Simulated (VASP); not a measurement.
```
CELL_PARAMETERS angstrom
      0.00000     2.78242     2.78242
      2.78242     0.00000     2.78242
      2.78242     2.78242     0.00000
ATOMIC_POSITIONS crystal
  Ge 0.00000 0.00000 0.00000
  Ge 0.25000 0.25000 0.25000
```

Computed with vdW-DF-cx, VASP's PBE PAW potentials (set 64) (plane waves; VASP). Run with 520 eV cut-off, 11×11×11 Γ-centred mesh, first-order Methfessel-Paxton smearing of 0.10 eV, potentials Ge_d.

Question: What does the run give for the energy per atom (σ→0), pressure?

Answer: 
```yaml
energy per atom (σ→0): -1.294 eV/atom
pressure: 4.75 GPa
```

The absolute energy has meaning only against runs of the same code, potentials and settings.

The compound is Ge in the diamond structure. This cell is one point of a volume scan, at 0.94 of the reference volume.
